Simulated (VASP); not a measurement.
An input for Quantum ESPRESSO's pw.x (written as the equivalent of a VASP run, and not itself run):

```
&CONTROL
  calculation = 'scf'
  pseudo_dir = './pseudo'
  outdir = './out'
  tprnfor = .true.
  tstress = .true.
/
&SYSTEM
  ibrav = 0
  nat = 3
  ntyp = 2
  ecutwfc = 102
  occupations = 'tetrahedra'
  input_dft = 'pz'
/
&ELECTRONS
  conv_thr = 7.3e-09
  electron_maxstep = 100
/
ATOMIC_SPECIES
  Cd 112.414 Cd.upf
  Cl 35.450 Cl.upf
CELL_PARAMETERS angstrom
     3.9466201    0.0000000   -0.0000000
     0.0000000    3.9466201    0.0000000
     0.0000000    0.0000000    4.9457530
ATOMIC_POSITIONS crystal
  Cd   0.5000000  0.5000000  0.5000000
  Cl   0.0000000  0.5000000  0.2085110
  Cl   0.5000000  1.0000000  0.7914890
K_POINTS automatic
  6 6 5 0 0 0
```

Question: Translate this input to VASP (INCAR, KPOINTS, POSCAR, choice of POTCAR).

Answer: Several could match; the one computed here: 
**POSCAR**
```
CdCl2
1
    3.9466201299     0.0000000000    -0.0000000000
    0.0000000000     3.9466201299     0.0000000000
    0.0000000000     0.0000000000     4.9457529517
Cd Cl
1 2
Direct
  0.5000000000   0.5000000000   0.5000000000
  0.0000000000   0.5000000000   0.2085109860
  0.5000000000   1.0000000000   0.7914890140
```

**KPOINTS**
```
Automatic mesh
0
Gamma
6 6 5
0 0 0
```

### INCAR
```
SYSTEM = CdCl2
PREC = Accurate
ENCUT = 400
EDIFF = 1E-7
NELM = 100
ALGO = Normal
LREAL = .FALSE.
LASPH = .TRUE.
ISMEAR = -5
LMAXMIX = 4
LWAVE = .FALSE.
LCHARG = .TRUE.
LORBIT = 11
NEDOS = 601
ISIF = 2
LEFG = .TRUE.
```

POTCAR, in this order: Cd Cl (LDA.64 set). Program: vasp_std.

The two are equivalent in intent, not identical: the potentials are each code's own (VASP's PAW set, PseudoDojo norm-conserving files in pw.x), so ENCUT and ecutwfc are chosen apart and not converted; conv_thr bounds pw.x's estimated SCF error, while EDIFF bounds the energy change between steps; the field gradients of LEFG aren't asked of the other code.

The structure comes from a computed database's CdCl2 entry (P-4m2); how it stands against other phases isn't given here. It was relaxed first, which changed the volume by -13 %.
